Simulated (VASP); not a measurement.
# A point defect in a supercell of NbSi2

Wanted: what a point defect costs in NbSi2 and how the lattice relaxes round it. The start is a cell from a database of measured crystal structures.

Calculated with VASP 6.6.1; r2SCAN; plane waves and PAW (Nb_pv, Si), in the first sound run; inputs show where later runs differ.

This is a report of a sequence of runs, with most program output left out.

**1. The host crystal**

Symmetry: P6_222, No. 180, hexagonal system. Conventional cell: a = 4.819 Å, b = 4.819 Å, c = 6.592 Å, α = 90.00°, β = 90.00°, γ = 120.00°. Nearest to Nb lie 10 Si at 2.62 to 2.84 Å. Nearest to Si lie 5 Si at 2.57 to 2.84 Å and 5 Nb at 2.62 to 2.84 Å. Farther neighbours are not listed.

**2. Relaxing the host crystal**

Cell and atoms are relaxed first, so that later runs start from this functional's own cell.

Contents of INCAR:

```
SYSTEM = NbSi2
PREC = Normal
ENCUT = 400
EDIFF = 1E-05
NELM = 120
ISMEAR = 0
SIGMA = 0.05
LREAL = Auto
ALGO = Normal
METAGGA = R2SCAN
LASPH = .TRUE.
NBANDS = 37
LORBIT = 11
LWAVE = .FALSE.
LCHARG = .FALSE.
KPAR = 4
IBRION = 2
NSW = 40
ISIF = 3
EDIFFG = -0.03
POTIM = 0.4
```

Contents of POSCAR:

```
NbSi2
1.0
    4.8190000000      0.0000000000      0.0000000000
   -2.4095000000      4.1733764208      0.0000000000
    0.0000000000      0.0000000000      6.5920000000
Nb Si
3 6
Direct
    0.0000000000      0.5000000000      0.1666666667
    0.5000000000      0.5000000000      0.8333333333
    0.5000000000      0.0000000000      0.5000000000
    0.3198000000      0.1599000000      0.1666666667
    0.1599000000      0.8401000000      0.8333333333
    0.8401000000      0.6802000000      0.5000000000
    0.6802000000      0.8401000000      0.1666666667
    0.8401000000      0.1599000000      0.8333333333
    0.1599000000      0.3198000000      0.5000000000
```

Contents of KPOINTS:

```
Automatic mesh
0
Gamma
4 4 3
0 0 0
```

PAW data sets: Nb_pv and Si (PBE family, release 64).

On the command line:

```console
$ mpirun -np 4 vasp_std
```

Elapsed: 71 s, on 4 MPI ranks of AMD EPYC 7R43, shared host; peak memory 0.53 GiB.

This run has no spin polarisation. Its electron count is odd, so without a moment it is a metal by construction. The k-mesh is coarse for a metal. The PAW data sets were made with PBE, which is usual practice but a small mismatch for other functionals. The run keeps the 12 symmetry operations of its start, so it cannot find a distortion of lower symmetry.

The steps of the relaxation:

```csv
step,energy less that of the first step (eV),largest force (eV/Å),pressure (GPa),volume (Å³)
1,0.0000,0.2116,-0.89,132.58
2,-0.0108,0.0920,0.51,131.32
3,-0.0108,0.0882,0.71,131.29
4,-0.0130,0.0012,-0.05,131.85
5,-0.0131,0.0139,0.02,131.75
6,-0.0139,0.0058,-0.04,131.86
```

```
conventional cell, symmetrised  before  after  change
                         a (Å)   4.819  4.804  -0.3 %
                         b (Å)   4.819  4.804  -0.3 %
                         c (Å)   6.592  6.598  +0.1 %
              volume (Å³/atom)   14.73  14.65  -0.5 %
```

The atoms that moved most (Å, as changes of fractional coordinates times the final cell):

```
atom      dx      dy     dz  length
 Si7   0.013   0.008  0.000   0.015
 Si4  -0.013  -0.008  0.000   0.015
 Si6   0.000   0.015  0.000   0.015
 Si9   0.000  -0.015  0.000   0.015
 Si8   0.013  -0.008  0.000   0.015
 Si5  -0.013   0.008  0.000   0.015
```

Final coordinates:

```cif
data_structure
_symmetry_space_group_name_H-M 'P 1'
_symmetry_Int_Tables_number 1
_cell_length_a 4.8037
_cell_length_b 4.8037
_cell_length_c 6.5984
_cell_angle_alpha 90.000
_cell_angle_beta 90.000
_cell_angle_gamma 120.000
_cell_volume 131.86
loop_
_atom_site_label
_atom_site_type_symbol
_atom_site_fract_x
_atom_site_fract_y
_atom_site_fract_z
_atom_site_occupancy
Nb1 Nb 0.00000 0.50000 0.16667 1
Nb2 Nb 0.50000 0.50000 0.83333 1
Nb3 Nb 0.50000 0.00000 0.50000 1
Si4 Si 0.31619 0.15809 0.16667 1
Si5 Si 0.15809 0.84191 0.83333 1
Si6 Si 0.84191 0.68381 0.50000 1
Si7 Si 0.68381 0.84191 0.16667 1
Si8 Si 0.84191 0.15809 0.83333 1
Si9 Si 0.15809 0.31619 0.50000 1
```

This step gave:

```yaml
electronic_cycles: 36
electrons: 57
free_energy_toten: -131.4804 eV
energy_at_zero_smearing: -131.4751 eV
fermi_energy: 8.998 eV
labelled_metallic_from_the_levels_on_this_mesh: yes
```

The run ended after 6 ionic steps, 0.014 eV below its first step, once forces and stress met EDIFFG = -0.03.

**3. The supercell without the defect**

System of this step: NbSi2. The structure is hexagonal, space group P6_222 (No. 180). Conventional cell: a = 4.804 Å, b = 4.804 Å, c = 6.598 Å, α = 90.00°, β = 90.00°, γ = 120.00°. Nb has 10 Si at 2.62 to 2.84 Å nearest. Nearest to Nb lie 10 Si at 2.62 to 2.84 Å. Si has 5 Si at 2.56 to 2.85 Å and 5 Nb at 2.62 to 2.84 Å nearest. Nearest to Si lie 5 Si at 2.56 to 2.85 Å and 5 Nb at 2.62 to 2.84 Å. Farther neighbours are not listed.

The same cell, mesh and cutoff without the defect give the energy to subtract and, in a gapped host, the band edges to count from, so that most errors cancel.

Contents of INCAR:

```
SYSTEM = NbSi2
PREC = Normal
ENCUT = 400
EDIFF = 1E-05
NELM = 120
ISMEAR = 1
SIGMA = 0.2
LREAL = Auto
ALGO = Normal
METAGGA = R2SCAN
LASPH = .TRUE.
NBANDS = 140
LORBIT = 11
LWAVE = .FALSE.
LCHARG = .FALSE.
KPAR = 4
```

Contents of POSCAR:

```
NbSi2
1.0
   -7.2055364781      4.1601184252      6.5983694546
    7.2055364781     -4.1601184252      6.5983694546
    2.4018454927      4.1601184252     -6.5983694546
Nb Si
12 24
Direct
    0.3333333333      0.0833333333      0.2500000000
    0.8333333334      0.5833333334      0.2500000000
    0.8333333333      0.0833333333      0.7500000000
    0.3333333333      0.5833333333      0.7500000000
    0.6666666666      0.6666666666      0.5000000000
    0.1666666666      0.1666666666      0.5000000000
    0.1666666666      0.6666666666      0.0000000000
    0.6666666666      0.1666666666      0.0000000000
    0.2500000000      0.5000000000      0.2500000000
    0.7500000000      0.0000000000      0.2500000000
    0.7500000000      0.5000000000      0.7500000000
    0.2500000000      0.0000000000      0.7500000000
    0.1623807326      0.2414281318      0.2371421977
    0.6623807326      0.7414281318      0.2371421977
    0.6623807326      0.2414281318      0.7371421977
    0.1623807326      0.7414281318      0.7371421977
    0.8376192674      0.4957140659      0.5000000000
    0.3376192674      0.9957140659      0.5000000000
    0.3376192674      0.4957140659      0.0000000000
    0.8376192674      0.9957140659      0.0000000000
    0.5919052015      0.6709526008      0.7628578023
    0.0919052016      0.1709526008      0.7628578023
    0.0919052015      0.6709526007      0.2628578023
    0.5919052016      0.1709526008      0.2628578023
    0.5042859341      0.4252385349      0.7628578023
    0.0042859341      0.9252385349      0.7628578023
    0.0042859341      0.4252385349      0.2628578023
    0.5042859341      0.9252385349      0.2628578023
    0.4957140659      0.8376192674      0.5000000000
    0.9957140659      0.3376192674      0.5000000000
    0.9957140659      0.8376192674      0.0000000000
    0.4957140659      0.3376192674      0.0000000000
    0.4080947985      0.3290473993      0.2371421977
    0.9080947984      0.8290473992      0.2371421977
    0.9080947984      0.3290473992      0.7371421977
    0.4080947984      0.8290473992      0.7371421977
```

Contents of KPOINTS:

```
Automatic mesh
0
Gamma
5 5 5
0 0 0
```

On the command line:

```console
$ mpirun -np 4 vasp_std
```

Wall time 22 min (4 MPI ranks); peak memory 3.5 GiB; 85 min of CPU time.

Numbers from this step:

```yaml
electronic_cycles: 14
electrons: 228
free_energy_toten: -525.9843 eV
energy_at_zero_smearing: -525.9846 eV
fermi_energy: 8.847 eV
```

The host is treated as a metal, as its relaxation found a gap under 0.3 eV or none, and only the neutral defect is run.

**4. Reference C**

This step: r2SCAN; plane waves and PAW (C) (VASP 6.6.1).

System of this step: C. The structure is cubic, space group Fd-3m (No. 227). The conventional cell has a = 3.570 Å, b = 3.570 Å, c = 3.570 Å, α = 90.00°, β = 90.00°, γ = 90.00°. C has 4 C at 1.55 Å nearest.

The reference for C is its crystal, relaxed at the cutoff of the large cell.

Contents of INCAR:

```
SYSTEM = C
PREC = Normal
ENCUT = 400
EDIFF = 1E-05
NELM = 120
ISMEAR = 0
SIGMA = 0.1
LREAL = Auto
ALGO = Normal
METAGGA = R2SCAN
LASPH = .TRUE.
NBANDS = 10
LORBIT = 11
LWAVE = .FALSE.
LCHARG = .FALSE.
KPAR = 4
IBRION = 2
NSW = 25
ISIF = 3
EDIFFG = -0.02
POTIM = 0.4
```

Contents of POSCAR:

```
C
1.0
    0.0000000000      1.7850000000      1.7850000000
    1.7850000000      0.0000000000      1.7850000000
    1.7850000000      1.7850000000      0.0000000000
C
2
Direct
    0.0000000000      0.0000000000      0.0000000000
    0.2500000000      0.2500000000      0.2500000000
```

Contents of KPOINTS:

```
Automatic mesh
0
Gamma
13 13 13
0 0 0
```

The projector-augmented-wave data sets are C (PBE family, release 64).

On the command line:

```console
$ mpirun -np 4 vasp_std
```

It took 10 s on 4 MPI ranks; peak memory 0.28 GiB; 34 s of CPU time.

The gap is read on the k-mesh alone, so it is an upper bound where the band edges lie off the mesh. The run keeps the 48 symmetry operations of its start, so it cannot find a distortion of lower symmetry.

The steps of the relaxation:

```
step  energy less that of the first step (eV)  largest force (eV/Å)  pressure (GPa)  volume (Å³)
   1                                   0.0000                0.0000           -6.14        11.37
   2                                  -0.0001                0.0000            6.25        11.09
   3                                  -0.0028                0.0000            0.07        11.23
```

```
conventional cell, symmetrised  before  after  change
                         a (Å)   3.570  3.555  -0.4 %
                         b (Å)   3.570  3.555  -0.4 %
                         c (Å)   3.570  3.555  -0.4 %
              volume (Å³/atom)    5.69   5.61  -1.3 %
```

The relaxed structure:

```xyz
2
Lattice="0.0000 1.7774 1.7774 1.7774 0.0000 1.7774 1.7774 1.7774 0.0000" Properties=species:S:1:pos:R:3 pbc="T T T"
C     0.0000    0.0000    0.0000
C     0.8887    0.8887    0.8887
```

This step gave:

```
electronic cycles                               : 18
electrons                                       : 8
free energy (TOTEN)                             : -19.68 eV
Fermi energy                                    : 10.36 eV
labelled metallic, from the levels on this mesh : no
gap on the k-mesh                               : 4.342 eV
least direct gap on the k-mesh                  : 5.860 eV
```

The run ended after 3 ionic steps, 0.003 eV below its first step, once forces and stress met EDIFFG = -0.02.

Energy at zero smearing: -19.67953 eV.

**5. Reference Nb**

This step: r2SCAN; plane waves and PAW (Nb_pv) (VASP 6.6.1).

System of this step: Nb. Symmetry: Im-3m, No. 229, cubic system. The conventional cell has a = 3.300 Å, b = 3.300 Å, c = 3.300 Å, α = 90.00°, β = 90.00°, γ = 90.00°. Nb has 8 Nb at 2.86 Å nearest.

Nb is not exchanged here; its energy serves the host's formation enthalpy.

Edit INCAR of step 4 so:

```diff
@@ -1,2 +1,2 @@
-SYSTEM = C
+SYSTEM = Nb
 PREC = Normal
@@ -5,3 +5,3 @@
 NELM = 120
-ISMEAR = 0
+ISMEAR = 1
 SIGMA = 0.1
@@ -11,3 +11,3 @@
 LASPH = .TRUE.
-NBANDS = 10
+NBANDS = 11
 LORBIT = 11
```

Contents of POSCAR:

```
Nb
1.0
   -1.6500000000      1.6500000000      1.6500000000
    1.6500000000     -1.6500000000      1.6500000000
    1.6500000000      1.6500000000     -1.6500000000
Nb
1
Direct
    0.0000000000      0.0000000000      0.0000000000
```

Contents of KPOINTS:

```
Automatic mesh
0
Gamma
11 11 11
0 0 0
```

Potentials, in the order of the species: Nb_pv (PBE family, release 64).

On the command line:

```console
$ mpirun -np 4 vasp_std
```

It took 21 s on 4 MPI ranks; peak memory 0.3 GiB; 72 s of CPU time.

The steps of the relaxation:

```
step  energy less that of the first step (eV)  largest force (eV/Å)  pressure (GPa)  volume (Å³)
   1                                   0.0000                0.0000            4.27        17.97
   2                                   0.0058                0.0000           -5.74        18.98
   3                                  -0.0054                0.0000           -0.10        18.38
```

```
conventional cell, symmetrised  before  after  change
                         a (Å)   3.300  3.325  +0.8 %
                         b (Å)   3.300  3.325  +0.8 %
                         c (Å)   3.300  3.325  +0.8 %
              volume (Å³/atom)   17.97  18.38  +2.3 %
```

The relaxed structure:

```cif
data_structure
_symmetry_space_group_name_H-M 'P 1'
_symmetry_Int_Tables_number 1
_cell_length_a 2.8795
_cell_length_b 2.8795
_cell_length_c 2.8795
_cell_angle_alpha 109.471
_cell_angle_beta 109.471
_cell_angle_gamma 109.471
_cell_volume 18.38
loop_
_atom_site_label
_atom_site_type_symbol
_atom_site_fract_x
_atom_site_fract_y
_atom_site_fract_z
_atom_site_occupancy
Nb1 Nb 0.00000 0.00000 0.00000 1
```

Numbers from this step:

- electronic cycles: 24
- electrons: 11
- free energy (TOTEN): -24.72 eV
- Fermi energy: 4.748 eV
- labelled metallic, from the levels on this mesh: yes

The run ended after 3 ionic steps, 0.005 eV below its first step, once forces and stress met EDIFFG = -0.02.

Energy at zero smearing: -24.71920 eV.

**6. Reference Si**

This step: r2SCAN; plane waves and PAW (Si) (VASP 6.6.1).

System of this step: Si. It takes space group Fd-3m (No. 227, cubic). The conventional cell has a = 5.430 Å, b = 5.430 Å, c = 5.430 Å, α = 90.00°, β = 90.00°, γ = 90.00°. Si has 4 Si at 2.35 Å nearest.

Si is not exchanged here; its energy serves the host's formation enthalpy.

Edit INCAR of step 5 so:

```diff
@@ -1,2 +1,2 @@
-SYSTEM = Nb
+SYSTEM = Si
 PREC = Normal
@@ -5,3 +5,3 @@
 NELM = 120
-ISMEAR = 1
+ISMEAR = 0
 SIGMA = 0.1
@@ -11,3 +11,3 @@
 LASPH = .TRUE.
-NBANDS = 11
+NBANDS = 10
 LORBIT = 11
```

Contents of POSCAR:

```
Si
1.0
    0.0000000000      2.7150000000      2.7150000000
    2.7150000000      0.0000000000      2.7150000000
    2.7150000000      2.7150000000      0.0000000000
Si
2
Direct
    0.0000000000      0.0000000000      0.0000000000
    0.2500000000      0.2500000000      0.2500000000
```

Contents of KPOINTS:

```
Automatic mesh
0
Gamma
9 9 9
0 0 0
```

PAW data sets: Si (PBE family, release 64).

On the command line:

```console
$ mpirun -np 4 vasp_std
```

It took 12 s on 4 MPI ranks; peak memory 0.39 GiB; 41 s of CPU time.

Relaxation path:

```csv
step,energy less that of the first step (eV),largest force (eV/Å),pressure (GPa),volume (Å³)
1,0.0000,0.0000,0.50,40.03
2,-0.0004,0.0000,-0.15,40.31
```

```csv
"conventional cell, symmetrised",before,after,change
a (Å),5.430,5.443,+0.2 %
b (Å),5.430,5.443,+0.2 %
c (Å),5.430,5.443,+0.2 %
volume (Å³/atom),20.01,20.16,+0.7 %
```

The relaxed structure:

```xyz
2
Lattice="0.0000 2.7215 2.7215 2.7215 0.0000 2.7215 2.7215 2.7215 0.0000" Properties=species:S:1:pos:R:3 pbc="T T T"
Si    0.0000    0.0000    0.0000
Si    1.3608    1.3608    1.3608
```

Numbers from this step:

| Item | Value |
| --- | --- |
| electronic cycles | 15 |
| electrons | 8 |
| free energy (TOTEN) | -17.55 eV |
| Fermi energy | 6.064 eV |
| labelled metallic, from the levels on this mesh | no |
| gap on the k-mesh | 0.7994 eV |
| least direct gap on the k-mesh | 2.756 eV |

The run ended after 2 ionic steps, 0.000 eV below its first step, once forces and stress met EDIFFG = -0.02.

Energy at zero smearing: -17.55151 eV.

**7. Relaxing the defect**

This step: r2SCAN; plane waves and PAW (Nb_pv, Si, C) (VASP 6.6.1).

System of this step: Nb12Si24C. The cell holds 37 atoms: 12 Nb, 24 Si and 1 C. Its edges and angles: a = 10.619 Å, b = 10.619 Å, c = 8.162 Å, α = 120.2°, β = 120.2°, γ = 103.2°. It derives from NbSi2. Nearest the centre at fractional (0.583, 0.333, 0.250): C37 at 0.00 Å, Si24 at 1.80 Å, Si33 at 1.80 Å, Si32 at 1.80 Å, Si17 at 1.80 Å, Nb12 at 2.64 Å, Nb11 at 2.64 Å, Nb5 at 2.64 Å.

The host is treated as a metal, since its gap is under 0.3 eV or closed. The run keeps 2 symmetry operations, which cuts the number of k-points but bars distortions that break them. The atoms relax at the host's fixed cell.

Contents of INCAR:

```
SYSTEM = Nb12Si24C
PREC = Normal
ENCUT = 400
EDIFF = 1E-05
NELM = 120
ISMEAR = 1
SIGMA = 0.2
LREAL = Auto
ALGO = Normal
METAGGA = R2SCAN
LASPH = .TRUE.
NBANDS = 144
LORBIT = 11
LWAVE = .FALSE.
LCHARG = .TRUE.
KPAR = 4
IBRION = 2
NSW = 50
ISIF = 2
EDIFFG = -0.03
POTIM = 0.4
MAXMIX = 40
ISYM = 2
```

Contents of POSCAR:

```
Nb12Si24C
1.0
   -7.2055364781      4.1601184252      6.5983694546
    7.2055364781     -4.1601184252      6.5983694546
    2.4018454927      4.1601184252     -6.5983694546
Nb Si C
12 24 1
Direct
    0.3333333300      0.0833333300      0.2500000000
    0.8333333300      0.5833333300      0.2500000000
    0.8333333300      0.0833333300      0.7500000000
    0.3333333300      0.5833333300      0.7500000000
    0.6666666700      0.6666666700      0.5000000000
    0.1666666700      0.1666666700      0.5000000000
    0.1666666700      0.6666666700      0.0000000000
    0.6666666700      0.1666666700      0.0000000000
    0.2500000000      0.5000000000      0.2500000000
    0.7500000000      0.0000000000      0.2500000000
    0.7500000000      0.5000000000      0.7500000000
    0.2500000000      0.0000000000      0.7500000000
    0.1623807300      0.2414281300      0.2371422000
    0.6623807300      0.7414281300      0.2371422000
    0.6623807300      0.2414281300      0.7371422000
    0.1623807300      0.7414281300      0.7371422000
    0.8376192700      0.4957140700      0.5000000000
    0.3376192700      0.9957140700      0.5000000000
    0.3376192700      0.4957140700      0.0000000000
    0.8376192700      0.9957140700      0.0000000000
    0.5919052000      0.6709526000      0.7628578000
    0.0919052000      0.1709526000      0.7628578000
    0.0919052000      0.6709526000      0.2628578000
    0.5919052000      0.1709526000      0.2628578000
    0.5042859300      0.4252385300      0.7628578000
    0.0042859300      0.9252385300      0.7628578000
    0.0042859300      0.4252385300      0.2628578000
    0.5042859300      0.9252385300      0.2628578000
    0.4957140700      0.8376192700      0.5000000000
    0.9957140700      0.3376192700      0.5000000000
    0.9957140700      0.8376192700      0.0000000000
    0.4957140700      0.3376192700      0.0000000000
    0.4080948000      0.3290474000      0.2371422000
    0.9080948000      0.8290474000      0.2371422000
    0.9080948000      0.3290474000      0.7371422000
    0.4080948000      0.8290474000      0.7371422000
    0.5833333300      0.3333333300      0.2500000000
```

Contents of KPOINTS:

```
Automatic mesh
0
Gamma
5 5 5
0 0 0
```

PAW data sets: Nb_pv, Si and C (PBE family, release 64).

On the command line:

```console
$ mpirun -np 4 vasp_std
```

Run time: 51 min. Hardware: 4 MPI ranks.

The run was stopped at its time limit, so it gives no result of its own.

**8. Results**

| Item | Value |
| --- | --- |
| result | none |

**Reading.** The session ends without its result: «relax the defect» met its time limit.

[Lines on the potential files, build, host, timing and source positions are cut from VASP's logs without a mark.]

[Logs are printed without paths, hosts, clocks, repeated set-up lines and the standing remarks that a program may print on its own settings, such as how far it seeks lower states.]

[Hosts, paths, dates, database ids (printed as entryN), source tags and the programs' standing remarks are cut or masked in the printed files.]

[In band tables of VASP the shares of atoms and orbitals are scaled to a sum of 1 inside the atoms' spheres.]

[Runs that stopped without an error message from VASP are left out.]
